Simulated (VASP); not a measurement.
These are PBE GGA, VASP's PBE PAW potentials (set 64) (plane waves; VASP) values and carry that method's errors.

VASP ran on this input.

### POSCAR
```
AsP
1
    0.0000000000     2.7771410000     2.7771410000
    2.7771410000     0.0000000000     2.7771410000
    2.7771410000     2.7771410000     0.0000000000
P As
1 1
Direct
  0.2500000000   0.2500000000   0.2500000000
  0.0000000000   0.0000000000   0.0000000000
```

INCAR:
```
! general
SYSTEM  = AsP
PREC    = Accurate
ENCUT   = 520   ! plane-wave cut-off (eV)
LREAL   = .FALSE.
LASPH   = .TRUE.   ! aspherical one-centre terms

! electronic loop
EDIFF   = 1E-6
NELM    = 100   ! most electronic steps
ALGO    = Normal   ! blocked Davidson
LMAXMIX = 4   ! l cut-off of mixed one-centre charges

! smearing
ISMEAR  = 0   ! Gaussian
SIGMA   = 0.05   ! width (eV)

! functional
GGA     = PE   ! PBE

! ions
ISIF    = 2   ! forces and stress, cell fixed

! output
LWAVE   = .FALSE.
LCHARG  = .FALSE.
```

### KPOINTS
```
Automatic mesh
0
Gamma
6 6 6
0 0 0
```

POTCAR, in this order: P As (PBE.64 set). Program: vasp_std.

What will the output report for the number of irreducible k-points (NKPTS), number of bands (NBANDS), largest plane-wave count, number of space-group operations, FFT grid (NGX, NGY, NGZ)?

```json
{
 "number of irreducible k-points (NKPTS)": "16",
 "number of bands (NBANDS)": "9",
 "largest_plane_wave_count": "1167",
 "number_of_space_group_operations": "24",
 "FFT grid (NGX, NGY, NGZ)": "30 × 30 × 30"
}
```

The structure was generated: AsP was put into the zincblende type (F-43m), which need not be its known phase. The cell was not relaxed at this level. The k-mesh is coarse (spacing up to 0.33 per Å, 2π included), so the numbers may not be converged in it.
